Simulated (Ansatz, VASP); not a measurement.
AgRh in VASP and in Ansatz

Contents of INCAR:

```
SYSTEM = AgRh
  PREC = Accurate
  ENCUT = 520
  EDIFF = 1E-6
  ISMEAR = 0
  SIGMA = 0.1
  LREAL = .False.
  LASPH = .True.
  NELM = 150
  ALGO = Normal
  ISIF = 2
  LWAVE = .False.
  LCHARG = .True.
  ISPIN = 2
  MAGMOM = 0 0.82
  LORBIT = 11
  LMAXMIX = 4
  GGA = PE
  LELF = .True.
  LVHAR = .True.
  NBANDS = 24
```

File KPOINTS:

```
regular mesh
0
Gamma
  18 18 10
  0 0 0
```

The input POSCAR:

```
AgRh
1.0
    2.7775881998      0.0000000000      0.0000000000
   -1.3887940999      2.4054619423      0.0000000000
    0.0000000000      0.0000000000      4.8086020000
Ag Rh
1 1
Direct
    0.0000000000      0.0000000000      0.5000000000
    0.6666666700      0.3333333300      0.0000000000
```

Input for Ansatz:

```yaml
crystal:
  lattice:
    - [2.7775881998, 0.0, 0.0]
    - [-1.3887940999, 2.4054619423, 0.0]
    - [0.0, 0.0, 4.808602]
  atoms:
    - { symbol: Ag, position: [0.0, 0.0, 0.5] }
    - { symbol: Rh, position: [0.66666667, 0.33333333, 0.0], spin: 0.82 }
basis:
  ecutwfc: 420
kpoints:
  mp_grid: { grid: [18, 18, 10] }
hamiltonian:
  xc: pbe
scf:
  occupations: { method: gaussian, width: 0.1 }
output:
  forces: true
  stress: true
  eigenvalues: true
  populations: true
  write_density: true
  write_potential: true
  elf: true
  volumetric_format: npy
magnetization:
  spin_polarized: true
```

The cell comes from a database or a generator and needn't be the stable form of this composition.

Alike in both runs: task single point; functional PBE; k mesh 18 × 18 × 10; occupations gaussian, width 0.1 eV; collinear spin.

```csv
,VASP,Ansatz
version,VASP 6.6.1,Ansatz 0.2.0
potentials or method,"VASP PAW PBE potentials, release 64 (Ag, Rh_pv)","scalar-relativistic, plane waves, PAW"
plane-wave cutoff (eV),520,420
valence electrons in the cell,26,36
```

|  | VASP | Ansatz | Ansatz less VASP |
| --- | --- | --- | --- |
| gap on the k mesh at the Fermi level (eV) | none | none | - |
| pressure (GPa) | -2.1 | -2.0 | +0.12 |
| largest component of the traceless stress (GPa) | 0.28 | 0.29 | +0.016 |
| net moment per atom (μB) | 0.25 | 0.24 | -0.007 |
| size of the moment on the site where the two differ most (μB) | 0.49 | 0.47 | -0.020 |

Site moments also hang on the region over which each program counts them. A gap of «none» marks a metal or a gap that the smearing closes. The two sets of potentials don't hold the same shells in valence.
